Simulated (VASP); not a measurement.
OSZICAR of a VASP run on Te (trig):

### OSZICAR
```
       N       E                     dE             d eps       ncg     rms          rms(c)
DAV:   1     0.936239441052E+01    0.93624E+01   -0.64398E+03   624   0.106E+03
DAV:   2    -0.736911962231E+02   -0.83054E+02   -0.79909E+02   815   0.157E+02
DAV:   3    -0.792293388042E+02   -0.55381E+01   -0.54958E+01   759   0.465E+01
DAV:   4    -0.793200502861E+02   -0.90711E-01   -0.90649E-01   798   0.721E+00
DAV:   5    -0.793219552719E+02   -0.19050E-02   -0.19050E-02   795   0.103E+00    0.955E+00
DAV:   6    -0.771123160977E+02    0.22096E+01   -0.24572E-01   634   0.480E+00    0.717E+00
DAV:   7    -0.748993813073E+02    0.22129E+01   -0.12830E+00   629   0.711E+00    0.469E+00
DAV:   8    -0.761846409756E+02   -0.12853E+01   -0.61652E-01   624   0.614E+00    0.534E-01
DAV:   9    -0.760779359610E+02    0.10671E+00   -0.10438E-01   624   0.288E+00    0.184E-01
DAV:  10    -0.762415088609E+02   -0.16357E+00   -0.45207E-02   624   0.180E+00    0.279E-01
DAV:  11    -0.762410977455E+02    0.41112E-03   -0.40993E-04   754   0.181E-01    0.271E-01
DAV:  12    -0.762409070231E+02    0.19072E-03   -0.34822E-03   624   0.634E-01    0.505E-01
DAV:  13    -0.762433961548E+02   -0.24891E-02   -0.22624E-03   624   0.441E-01    0.224E-01
DAV:  14    -0.762437259024E+02   -0.32975E-03   -0.10457E-04   659   0.976E-02    0.217E-01
DAV:  15    -0.762435810700E+02    0.14483E-03   -0.15795E-05   634   0.369E-02    0.185E-01
DAV:  16    -0.762428670523E+02    0.71402E-03   -0.21962E-03   624   0.423E-01    0.387E-02
DAV:  17    -0.762439206225E+02   -0.10536E-02   -0.55144E-04   624   0.239E-01    0.355E-02
DAV:  18    -0.762439114346E+02    0.91879E-05   -0.65147E-06   649   0.207E-02    0.261E-02
DAV:  19    -0.762439163001E+02   -0.48655E-05   -0.88574E-07   753   0.870E-03    0.267E-02
DAV:  20    -0.762439242954E+02   -0.79952E-05   -0.72915E-06   624   0.289E-02    0.243E-02
DAV:  21    -0.762439321195E+02   -0.78241E-05   -0.38870E-06   634   0.154E-02    0.263E-02
DAV:  22    -0.762439310417E+02    0.10778E-05   -0.13007E-06   634   0.979E-03    0.217E-02
DAV:  23    -0.762439329265E+02   -0.18848E-05   -0.26836E-06   624   0.142E-02    0.154E-02
DAV:  24    -0.762439341402E+02   -0.12137E-05   -0.42834E-07   624   0.608E-03    0.497E-03
DAV:  25    -0.762439346591E+02   -0.51889E-06   -0.11917E-07   447   0.376E-03    0.292E-03
DAV:  26    -0.762439349783E+02   -0.31916E-06   -0.10306E-07   312   0.266E-03    0.977E-04
DAV:  27    -0.762439351016E+02   -0.12330E-06   -0.22164E-08   312   0.123E-03    0.349E-04
DAV:  28    -0.762439349925E+02    0.10910E-06   -0.46042E-09   312   0.717E-04    0.239E-04
DAV:  29    -0.762439349778E+02    0.14697E-07   -0.14572E-09   312   0.450E-04
   1 F= -.76243935E+02 E0= -.76243935E+02  d E =-.105064E-11
```

Q: Which electronic solver shows in the log?

A: It is blocked Davidson (ALGO = Normal, or the opening steps of other solvers). The INCAR had ALGO = Normal.

Q: Can the final energy be trusted as converged?

A: The run converged. It stopped with EDIFF = 1E-7, NELM = 100 (r2SCAN meta-GGA, plane waves, VASP's PBE PAW potentials (set 64)).

The compound is Te in the trig structure. It was relaxed first, which changed the volume by +7 %.
